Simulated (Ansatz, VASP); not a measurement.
# KHgClF2: VASP beside Ansatz

Aim: how closely do two programs agree when they are given the same cell, functional and k mesh? The cell is invented: As first built, before any earlier steps moved the atoms (in the runner's words): it takes the KHgF3 structure with some of its atoms replaced by other elements, volume scaled by an estimate. It may not be a known or stable phase. The cell is taken from a series of VASP runs on this material, whose earlier steps may have relaxed, scaled or displaced it; both programs get it as it stands.

Method: plane waves, with VASP 6.6.1 beside it; single point at PBE, band structure at PBE and dielectric response at PBE, in Ansatz 0.2.0.

## Step 1: The starting structure

Symmetry: Cmmm, No. 65, orthorhombic system. The conventional cell has a = 6.539 Å, b = 6.547 Å, c = 5.312 Å, α = 90.00°, β = 90.00°, γ = 90.00°. Hg has 4 F at 2.31 Å and 2 Cl at 2.66 Å nearest. K has 4 Cl at 3.27 Å nearest. Cl has 2 Hg at 2.66 Å and 4 K at 3.27 Å nearest. Nearest to F lie 2 Hg at 2.31 Å. As first built, before any earlier steps moved the atoms (in the runner's words): sites of the KHgF3 structure (space group 65) filled with other elements, volume scaled by an estimate. Farther neighbours and most contacts between anions are not listed.

## Step 2: Ansatz: single point, PBE

Ansatz runs on its default PAW (the set named soft_2) files.

A single point gives forces, pressure and levels at one fixed geometry, so differences don't come from the geometry; what else differs is listed under the comparison.

input.yaml

```yaml
crystal:
  lattice:
    - [3.2693219246, -3.2736209496, 0.0]
    - [3.2693219246, 3.2736209496, 0.0]
    - [0.0, 0.0, 5.3116904502]
  atoms:
    - { symbol: Hg, position: [0.5, 0.5, 0.0] }
    - { symbol: K, position: [0.0, 0.0, 0.5] }
    - { symbol: Cl, position: [0.5, 0.5, 0.5] }
    - { symbol: F, position: [0.5, 0.0, 0.0] }
    - { symbol: F, position: [0.0, 0.5, 0.0] }
hamiltonian:
  xc: pbe
  pseudopotentials: { kind: paw }
kpoints:
  mp_grid: { grid: [4, 4, 4] }
scf:
  occupations: { method: gaussian, width: 0.05 }
  n_extra_bands: 5
output:
  forces: true
  stress: true
  eigenvalues: true
  write_density: true
  write_potential: true
  elf: true
  volumetric_format: npy
```

Launch:

```sh
> ansatz run input.yaml --threads 2 --pin off --max-ram 4608MiB --backend cpu --events-out ev --progress --plain --runs-dir out
```

Numbers of over 12 decimals in the logs are rounded to 6 here.

The log of the run:

```text
scf.n_extra_bands = 5 over 25 filled bands (N_el = 50.0): the run solves 30 bands
Engine: ansatz 0.2.0, x86_64-unknown-linux-gnu
Pseudopotentials: kind: paw
Pseudopotential: Hg, paw, valence charge 20, recommended cutoff 420 eV (normal), Hg.paw.azcp
Pseudopotential: K, paw, valence charge 9, recommended cutoff 420 eV (normal), K.paw.azcp
Pseudopotential: Cl, paw, valence charge 7, recommended cutoff 420 eV (normal), Cl.paw.azcp
Pseudopotential: F, paw, valence charge 7, recommended cutoff 420 eV (normal), F.paw.azcp
Functional definition: PBE
  parameter kappa = 0.804
  parameter beta = 0.066725
  exchange = pbe_x(kappa = kappa, mu = beta*pi^2/3)
  correlation = pbe_c(beta = beta)
Crystal: 5 atoms, lattice volume = 113.697 Å³
Basis set: ecut = 420 eV, 2209 PW (Γ), exchange–correlation on 64×64×72 points (8 copies of the dense FFT grid, shifted against one another)
Bands: 30, of which v1, the nominal top of the filled ones, is band 25 counted from 1 (24 counted from 0)
Symmetry: 8 space group operations
Space group: Cmmm (ITA 65), of the structure as read, at distance tolerance 4.8e-5 Å
k-points: 21 of 64
Non-local potential: Hg, projectors of the file, l = 0: 3, l = 1: 2, l = 2: 2, l = 3: 1
Non-local potential: K, projectors of the file, l = 0: 3, l = 1: 2, l = 2: 2
Non-local potential: Cl, projectors of the file, l = 0: 2, l = 1: 2, l = 2: 2
Non-local potential: F, projectors of the file, l = 0: 2, l = 1: 2, l = 2: 1
PAW form: soft (Blöchl's): semilocal exchange-correlation on the pseudo side does not see the compensation charge
PAW one-centre angular grid: Hg, 590 points (default); XC on 64 Gauss nodes
PAW one-centre angular grid: K, 110 points (default); XC on 64 Gauss nodes
PAW one-centre angular grid: Cl, 110 points (default); XC on 64 Gauss nodes
PAW one-centre angular grid: F, 110 points (default); XC on 64 Gauss nodes
Initial density: superposition of atomic densities (neutral atoms: chi_scale 0, normalization atom), corrected by the library's trained network
Initial wavefunctions: pseudopotential atomic-orbital guess
Functional: x = pbe(κ = 0.804, μ = 0.219515), c = pbe(β = 0.066725)
SCF iter   1: F=—  HF=-18050.129408 eV  |F-HF|=—  |Δ(HF+E_count)|=         —  Δρ=1.18e-3  dr2=1.55e-3  ethr=1.77e-3  ⟨swp⟩=6.6  Hψ=2713  notcnv=0
preconditioner: auto → Resta (q_TF=auto, 2.379 Å⁻¹)  ε∞=3.7  [insulator: Δε(μ)=0.325 eV  Ē_g=13.354 eV  σ=0.050 eV  W_gap=1.00  n_scr=28 (ndim 8)  ℏωp=22.0 eV  f_vac=0.199  D(μ)=0.00/eV (n_scr^D=0)  ε∞_Penn≈3.7]
SCF iter   2: F=—  HF=-18050.131197 eV  |F-HF|=—  |Δ(HF+E_count)|=   1.79e-3  Δρ=7.34e-4  dr2=4.03e-4  ethr=3.10e-6  ⟨swp⟩=2.3  Hψ=1289  notcnv=0
SCF iter   3: F=—  HF=-18050.131201 eV  |F-HF|=—  |Δ(HF+E_count)|=   4.32e-6  Δρ=2.72e-4  dr2=1.02e-4  ethr=8.07e-7  ⟨swp⟩=2.0  Hψ=1019  notcnv=0
SCF iter   4: F=—  HF=-18050.131234 eV  |F-HF|=—  |Δ(HF+E_count)|=   3.33e-5  Δρ=1.29e-4  dr2=3.15e-5  ethr=2.05e-7  ⟨swp⟩=1.2  Hψ=633  notcnv=0
SCF iter   5: F=—  HF=-18050.131445 eV  |F-HF|=—  |Δ(HF+E_count)|=   2.11e-4  Δρ=3.88e-5  dr2=2.98e-6  ethr=6.31e-8  ⟨swp⟩=2.0  Hψ=899  notcnv=0
SCF iter   6: F=—  HF=-18050.131446 eV  |F-HF|=—  |Δ(HF+E_count)|=   7.16e-7  Δρ=1.52e-5  dr2=2.24e-7  ethr=5.96e-9  ⟨swp⟩=2.0  Hψ=924  notcnv=0
SCF iter   7: F=-18050.131446 eV  HF=-18050.131446 eV  |F-HF|=5.00e-9  |Δ(HF+E_count)|=   3.58e-8  Δρ=4.24e-6  dr2=1.20e-8  ethr=2.00e-10  ⟨swp⟩=11.6  Hψ=4207  notcnv=0
SCF 1 converged in 7 iterations: F = -18050.131446 eV  dr2 = 1.20e-8
  greatest PAW one-centre occupation: 1.000 electrons in one spin orbital (limit 2), on the Hg atom at site 0 (counted from 0), in its partial waves of l = 0
SCF converged after 7 iterations
Free energy (F): -18050.131446 eV
Harris-Foulkes:  -18050.131446 eV  (|F-HF|=5.00e-9)
Internal energy: -18050.131446 eV  (E = F + TS)
E sigma→0 (E₀):  -18050.131446 eV
Entropy (-TS):   -0.000000 eV (-0.000 meV/atom)
Fermi energy:    3.712679 eV
--- Per-component energies (eV) ---
  E_band       = -744.356075
  E_kinetic    = 1426.875522
  E_local      = -6073.473618  (includes V_loc(G=0)·N_el)
  E_nonlocal   = 264.237325
  E_hartree    = 2492.854185
  E_xc         = -620.048848
  E_vxc        = -750.636044  (∫ρ·V_xc dr)
  E_paw        = -11786.157144  (= ΣΔE_a)
  E_vpaw       = -597.079055  (= ΣTr[D̂ρ^β])
  E_aug_tail   = 0.005238  (compensation charges beyond the density's cutoff)
  E_ewald      = -3754.424105
  E_smearing   = -0.000000  (= −TS)
  E_closure    = 0.000000  (closes the sum)
  Σ components = -18050.131446   (vs F -18050.131446, Δ=0.00e0)
--- Forces (eV/Å), atoms counted from 1 ---
  atom   1  Hg     0.00000000     0.00000000     0.00000000
  atom   2  K      0.00000000    -0.00000000     0.00000000
  atom   3  Cl     0.00000000     0.00000000     0.00000000
  atom   4  F     -0.00000000     0.00000000     0.00000000
  atom   5  F      0.00000000     0.00000000     0.00000000
  max |Σ_I F_I| component: 2.22e-28 eV/Å
--- Stress (GPa, compression-positive) ---
       -0.219459       0.000000       0.000000
        0.000000      -0.256183      -0.000000
        0.000000      -0.000000      -0.042013
  P = ⅓ Tr σ = -0.1726 GPa (-1.726 kbar)
--- Band table (eV; the first three rows and the last of 21) ---
  k-point 0: bands = [... 21 lower, 1.6268, 1.7988, 1.7993, 1.8115, 3.8772, 9.0123, 9.9142, 11.4245, ... 1 higher]
  k-point 1: bands = [... 21 lower, 1.6209, 1.6252, 1.8754, 1.8760, 5.1506, 9.2274, 10.0691, 11.5967, ... 1 higher]
  k-point 2: bands = [... 21 lower, 1.6175, 1.6219, 1.9558, 1.9564, 6.8109, 9.2399, 10.2345, 11.5280, ... 1 higher]
  k-point 20: bands = [... 21 lower, 2.0430, 2.0434, 3.5149, 3.5446, 9.0975, 9.4477, 9.4514, 10.6408, ... 1 higher]
```

Run time: 2.9 s. Hardware: 2 threads of Intel Xeon Platinum 8488C (Sapphire Rapids), shared host; peak memory 0.46 GiB.

The run ends at a pressure of -0.17 GPa.

## Step 3: VASP: single point, PBE

The same cell, functional, mesh and smearing now go to VASP, with its own data sets and cutoff.

Lines of VASP's logs that name or quote its potential files are left out, and so is its time.

INCAR

```
SYSTEM = KHgClF2
PREC = Accurate
ENCUT = 520
EDIFF = 1E-06
NELM = 100
ISMEAR = 0
SIGMA = 0.05
LREAL = .FALSE.
ALGO = Normal
GGA = PE
NBANDS = 27
LORBIT = 11
LWAVE = .FALSE.
LCHARG = .TRUE.
ISIF = 2
LELF = .TRUE.
LVHAR = .TRUE.
```

POSCAR

```
KHgClF2
1.0
    3.2693219246     -3.2736209496      0.0000000000
    3.2693219246      3.2736209496      0.0000000000
    0.0000000000      0.0000000000      5.3116904502
Hg K Cl F
1 1 1 2
Direct
    0.5000000000      0.5000000000      0.0000000000
    0.0000000000      0.0000000000      0.5000000000
    0.5000000000      0.5000000000      0.5000000000
    0.5000000000      0.0000000000      0.0000000000
    0.0000000000      0.5000000000      0.0000000000
```

KPOINTS

```
Automatic mesh
0
Gamma
4 4 4
0 0 0
```

PAW data sets: Hg, K_sv, Cl and F (PBE family, release 64).

Launch:

```sh
> mpirun -np 2 vasp_std
```

The log of the run:

```text
[banner, memory and clock lines left out]
running    2 mpi-ranks, on    1 nodes
 distrk:  each k-point on    2 cores,    1 groups
 distr:  one band on    1 cores,    2 groups

 POSCAR found type information on POSCAR HgK ClF
 POSCAR found :  4 types and       5 ions
 LDA part: xc-table for (Slater+PW92), standard interpolation
|                                                                             |
|           W    W    AA    RRRRR   N    N  II  N    N   GGGG   !!!           |
|           W    W   A  A   R    R  NN   N  II  NN   N  G    G  !!!           |
|           W    W  A    A  R    R  N N  N  II  N N  N  G       !!!           |
|           W WW W  AAAAAA  RRRRR   N  N N  II  N  N N  G  GGG   !            |
|           WW  WW  A    A  R   R   N   NN  II  N   NN  G    G                |
|           W    W  A    A  R    R  N    N  II  N    N   GGGG   !!!           |
|                                                                             |
|     The number of bands has been changed from the values supplied in        |
|     The orbitals not found in the WAVECAR file will be initialized with     |
|     random numbers, which is usually adequate. For correlated               |
|     calculations, however, you should redo the groundstate calculation.     |
|     I found NBANDS = 27. Now, NBANDS = 28.                                  |
|                                                                             |

 POSCAR, INCAR and KPOINTS ok, starting setup
 FFT: planning ... GRIDC
 FFT: planning ... GRID_SOFT
 FFT: planning ... GRID
 WAVECAR not read
 entering main loop
       N       E                     dE             d eps       ncg     rms          rms(c)
DAV:   1     0.348753053688E+03    0.34875E+03   -0.21296E+04  1176   0.138E+03
DAV:   2     0.714375441808E+01   -0.34161E+03   -0.33264E+03  1428   0.362E+02
DAV:   3    -0.164380388410E+02   -0.23582E+02   -0.23479E+02  1572   0.956E+01
DAV:   4    -0.173834894623E+02   -0.94545E+00   -0.94374E+00  1908   0.120E+01
DAV:   5    -0.173940372769E+02   -0.10548E-01   -0.10547E-01  1508   0.111E+00    0.119E+01
DAV:   6    -0.149854121766E+02    0.24086E+01   -0.92863E+00  1524   0.280E+01    0.914E+00
DAV:   7    -0.149192102612E+02    0.66202E-01   -0.94695E-01  1316   0.665E+00    0.616E+00
DAV:   8    -0.148748636113E+02    0.44347E-01   -0.22348E-01  1432   0.345E+00    0.634E-01
DAV:   9    -0.148704346484E+02    0.44290E-02   -0.45596E-02  1496   0.155E+00    0.262E-01
DAV:  10    -0.148708067945E+02   -0.37215E-03   -0.48067E-03  1404   0.534E-01    0.152E-01
DAV:  11    -0.148709874940E+02   -0.18070E-03   -0.32353E-04  1492   0.131E-01    0.729E-02
DAV:  12    -0.148711748255E+02   -0.18733E-03   -0.21633E-04  1344   0.107E-01    0.273E-02
DAV:  13    -0.148711768605E+02   -0.20350E-05   -0.18489E-05  1636   0.354E-02    0.110E-02
DAV:  14    -0.148711768215E+02    0.38953E-07   -0.22750E-06  1324   0.898E-03
   1 F= -.14871177E+02 E0= -.14871177E+02  d E =-.564664E-07
```

OUTCAR, selected parts (step 3):

```text
ion  position               nearest neighbor table
   1  0.500  0.500  0.000-   4 2.31   5 2.31   4 2.31   5 2.31   3 2.66   3 2.66
   2  0.000  0.000  0.500-
   3  0.500  0.500  0.500-   1 2.66   1 2.66
   4  0.500  0.000  0.000-   1 2.31   1 2.31
   5  0.000  0.500  0.000-   1 2.31   1 2.31

  LATTYP: Found a base centered orthorhombic cell.
 ALAT       =     6.5386438492
 B/A-ratio  =     1.0013149592
 C/A-ratio  =     0.8123535358

 Subroutine GETGRP returns: Found  8 space group operations
 (whereof  8 operations were pure point group operations)

The static configuration has the point symmetry D_2h.

 Found     21 irreducible k-points:

   k-points           NKPTS =     21   k-points in BZ     NKDIM =     21   number of bands    NBANDS=     28

   dimension x,y,z NGX =    36 NGY =   36 NGZ =   40
   dimension x,y,z NGXF=    72 NGYF=   72 NGZF=   80

   ENCUT  =  520.0 eV  38.22 Ry    6.18 a.u.   8.60  8.60  9.88*2*pi/ulx,y,z

   NELECT =      42.0000    total number of electrons

 k-points in reciprocal lattice and weights: Automatic mesh
   0.00000000  0.00000000  0.00000000       0.016
   0.25000000  0.00000000  0.00000000       0.062
   0.50000000  0.00000000  0.00000000       0.031
   0.25000000  0.25000000  0.00000000       0.031
   0.50000000  0.25000000  0.00000000       0.062
  -0.25000000  0.25000000  0.00000000       0.031
   0.50000000  0.50000000  0.00000000       0.016
   0.00000000  0.00000000  0.25000000       0.031
   0.25000000  0.00000000  0.25000000       0.125
[...]
-0.25000000  0.25000000  0.50000000       0.031
   0.50000000  0.50000000  0.50000000       0.016

 average (electrostatic) potential at core
       1 -42.1529       2 -36.7893       3 -95.3785       4 -78.2886       5 -78.2886

 E-fermi :  -0.7425

 k-point     1 :       0.0000    0.0000    0.0000
  band No.  band energies     occupation
    ...
     17      -2.7947      2.00000
     18      -2.7905      2.00000
     19      -2.6375      2.00000
     20      -2.6370      2.00000
     21      -2.6083      2.00000
     22      -0.5869      0.00001
     23       4.5753      0.00000
     24       5.4878      0.00000
     25       6.9926      0.00000
     26       7.4390      0.00000
    ...

 k-point     2 :       0.2500    0.0000    0.0000
  band No.  band energies     occupation
    ...
     17      -2.8034      2.00000
     18      -2.7871      2.00000
     19      -2.7119      2.00000
     20      -2.6429      2.00000
     21      -2.6062      2.00000
     22       0.5859      0.00000
     23       5.1901      0.00000
     24       6.0340      0.00000
     25       7.0519      0.00000
     26       7.8110      0.00000
    ...

 k-point     3 :       0.5000    0.0000    0.0000
  band No.  band energies     occupation
    ...
     17      -2.8941      2.00000
     18      -2.7552      2.00000
     19      -2.7101      2.00000
     20      -2.6073      2.00000
     21      -2.5227      2.00000
     22       1.9035      0.00000
     23       5.3341      0.00000
     24       6.7922      0.00000
     25       7.6339      0.00000
     26       7.7779      0.00000
    ...

  Total        0.0039779     -0.0216741     -0.0002383      0.0000000      0.0000000      0.0000000
  in kB        0.0560546     -0.3054238     -0.0033579      0.0000000      0.0000000      0.0000000
  external PRESSURE =      -0.0842424 kB  Pullay stress =       0.0000000 kB

  energy-cutoff  :      520.00
  volume of cell :      113.70
      direct lattice vectors                 reciprocal lattice vectors
     3.269321925 -3.273620950  0.000000000     0.152936912 -0.152736070  0.000000000
     3.269321925  3.273620950  0.000000000     0.152936912  0.152736070  0.000000000
     0.000000000  0.000000000  5.311690450     0.000000000  0.000000000  0.188263983

 POSITION                                       TOTAL-FORCE (eV/Angst)
 -----------------------------------------------------------------------------------
      3.26932      0.00000      0.00000        -0.000000      0.000000      0.000000
      0.00000      0.00000      2.65585         0.000000      0.000000      0.000000
      3.26932      0.00000      2.65585        -0.000000     -0.000000      0.000000
      1.63466     -1.63681      0.00000         0.000000     -0.000000      0.000000
      1.63466      1.63681      0.00000         0.000000      0.000000      0.000000
 -----------------------------------------------------------------------------------
    total drift:                                0.000000      0.000000     -0.000000

  FREE ENERGIE OF THE ION-ELECTRON SYSTEM (eV)
  ---------------------------------------------------
  free  energy   TOTEN  =       -14.8711768215 eV

  energy  without entropy=      -14.8711767651  energy(sigma->0) =      -14.87117679

 total charge
# of ion       s       p       d       tot
------------------------------------------
    1        0.459   0.253   9.534  10.247
    2        1.950   5.575   0.012   7.538
    3        1.598   3.525   0.000   5.122
    4        1.739   4.291   0.000   6.030
    5        1.739   4.291   0.000   6.030
--------------------------------------------------
tot          7.486  17.935   9.546  34.968

[... 3 further parts left out ...]
```

The run ends at a pressure of -0.01 GPa.

## Step 4: Comparison

Known differences besides the potentials themselves: the data sets hold 50 valence electrons in Ansatz (default PAW (the set named soft_2) files) and 42 in VASP; the cutoff is 420 eV in Ansatz and 520 eV in VASP; VASP leaves aspherical gradient terms in its spheres out (LASPH is not set), Ansatz keeps them. Total energies have different zeros and are not compared.

Both answers:

| quantity | Ansatz | VASP | difference |
| --- | --- | --- | --- |
| pressure (GPa) | -0.17 | -0.01 | -0.16 |
| pressure without Ansatz's Pulay correction (GPa) | -0.41 | -0.01 | -0.40 |
| gap on the k mesh (eV) | 0.333 | 0.316 | +0.016 |

A gap on the mesh is an upper bound, since the band edges may lie between its points; neither run holds spin-orbit coupling, which can move the band edges of a compound of Hg. Ansatz's pressure holds a Pulay correction of 0.23 GPa; VASP's holds none.

(Part 1 of 2 ends here.)

[Lines on the potential files, build, host, timing and source positions are cut from VASP's logs without a mark.]

[Logs are printed without paths, hosts, clocks, repeated set-up lines and the standing remarks that a program may print on its own settings, such as how far it seeks lower states.]

[Hosts, paths, dates, database ids (printed as entryN), source tags and the programs' standing remarks are cut or masked in the printed files.]
